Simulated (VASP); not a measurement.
OSZICAR of a VASP run on Al:

**OSZICAR**
```
       N       E                     dE             d eps       ncg     rms          rms(c)
DAV:   1    -0.464343829934E+02   -0.46434E+02   -0.32133E-04   987   0.657E-02    0.172E-02
DAV:   2    -0.464343382805E+02    0.44713E-04   -0.53058E-04   979   0.874E-02    0.953E-03
DAV:   3    -0.464343262739E+02    0.12007E-04   -0.62760E-05  1056   0.361E-02    0.207E-03
DAV:   4    -0.464343266716E+02   -0.39772E-06   -0.76291E-06  1112   0.119E-02
   1 F= -.46434327E+02 E0= -.46434755E+02  d E =0.128398E-02
```

Which electronic solver shows in the log?

It is blocked Davidson (ALGO = Normal, or the opening steps of other solvers). The INCAR had ALGO = Normal.

Can the final energy be trusted as converged?

The run converged. It stopped with EDIFF = 1E-6, NELM = 100 (PBEsol GGA, plane waves, VASP's PBE PAW potentials (set 64)).

The cell is a thin slab with vacuum, built from Al (fcc): (211) face.
